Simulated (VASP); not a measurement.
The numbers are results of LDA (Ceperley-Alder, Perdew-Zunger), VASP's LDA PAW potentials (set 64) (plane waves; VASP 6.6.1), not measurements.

VASP ran on this input.

### INCAR
```
SYSTEM = P
PREC = Accurate; ENCUT = 400; LREAL = F
LASPH = T
EDIFF = 1E-6; NELM = 100; ALGO = Normal
ISMEAR = 1; SIGMA = 0.1
IBRION = 2; NSW = 60; ISIF = 3
EDIFFG = -0.02
LWAVE = F; LCHARG = F
```

File KPOINTS:
```
Automatic mesh
0
Gamma
  9 9 7
```

POSCAR:
```
P
1.0
  1.6533952620  -5.0595424646   0.0000000000
  1.6533952620   5.0595424646   0.0000000000
  0.0000000000   0.0000000000   4.1376382772
P
4
direct
  0.1066655815   0.8933344185   0.9283217849
  0.3933344185   0.6066655815   0.4283217849
  0.6066655815   0.3933344185   0.5716782151
  0.8933344185   0.1066655815   0.0716782151
```

POTCAR, in this order: P (LDA.64 set). Program: vasp_std.

Output

### OSZICAR
```
       N       E                     dE             d eps       ncg     rms          rms(c)
DAV:   1     0.513306277150E+02    0.51331E+02   -0.74447E+03  2800   0.996E+02
DAV:   2    -0.208975033172E+02   -0.72228E+02   -0.70105E+02  3732   0.163E+02
DAV:   3    -0.243067583095E+02   -0.34093E+01   -0.33914E+01  3762   0.382E+01
DAV:   4    -0.243485128485E+02   -0.41755E-01   -0.41718E-01  3490   0.507E+00
DAV:   5    -0.243493522052E+02   -0.83936E-03   -0.83907E-03  3892   0.618E-01    0.108E+01
DAV:   6    -0.241865716756E+02    0.16278E+00   -0.97314E-02  3346   0.190E+00    0.627E+00
DAV:   7    -0.241178879643E+02    0.68684E-01   -0.14792E-01  3628   0.234E+00    0.345E-01
DAV:   8    -0.241168407120E+02    0.10473E-02   -0.13913E-02  3316   0.836E-01    0.181E-01
DAV:   9    -0.241168477381E+02   -0.70261E-05   -0.67258E-04  3788   0.183E-01    0.801E-02
DAV:  10    -0.241168308168E+02    0.16921E-04   -0.12819E-04  3484   0.678E-02    0.338E-02
DAV:  11    -0.241168301681E+02    0.64868E-06   -0.11319E-05  3622   0.257E-02    0.109E-02
DAV:  12    -0.241168302081E+02   -0.39956E-07   -0.60649E-07  2084   0.572E-03
   1 F= -.24116830E+02 E0= -.24116828E+02  d E =-.241168E+02
```

File OUTCAR:
```
------------------------ aborting loop because EDIFF is reached ----------------------------------------
  FORCE on cell =-STRESS in cart. coord.  units (eV):
  Direction    XX          YY          ZZ          XY          YZ          ZX
  --------------------------------------------------------------------------------------
  Total       -0.0645603      0.0500217     -0.0180543      0.0000000      0.0000000      0.0000000
  in kB       -1.4941904      1.1577057     -0.4178509      0.0000000      0.0000000      0.0000000
  external PRESSURE =      -0.2514452 kB  Pullay stress =       0.0000000 kB
  volume of cell :       69.23
      direct lattice vectors                 reciprocal lattice vectors
     1.653395262 -5.059542465  0.000000000     0.302408028 -0.098823165  0.000000000
     1.653395262  5.059542465  0.000000000     0.302408028  0.098823165  0.000000000
     0.000000000  0.000000000  4.137638277     0.000000000  0.000000000  0.241683766
 POSITION                                       TOTAL-FORCE (eV/Angst)
 -----------------------------------------------------------------------------------
      1.65340      3.98018      3.84106         0.000000      0.005809      0.000275
      1.65340      1.07936      1.77224         0.000000     -0.005809      0.000275
      1.65340     -1.07936      2.36540         0.000000      0.005809     -0.000275
      1.65340     -3.98018      0.29658         0.000000     -0.005809     -0.000275
 -----------------------------------------------------------------------------------
    total drift:                                0.000000      0.000000     -0.000000
  FREE ENERGIE OF THE ION-ELECTRON SYSTEM (eV)
  ---------------------------------------------------
  free  energy   TOTEN  =       -24.1168302081 eV

  energy  without entropy=      -24.1168237294  energy(sigma->0) =      -24.11682805

 reached required accuracy - stopping structural energy minimisation
```
(Selected blocks of OUTCAR.)

The compound is P in the black structure. It was relaxed first, which changed the volume by -9 %. The start is the result of an earlier pass.
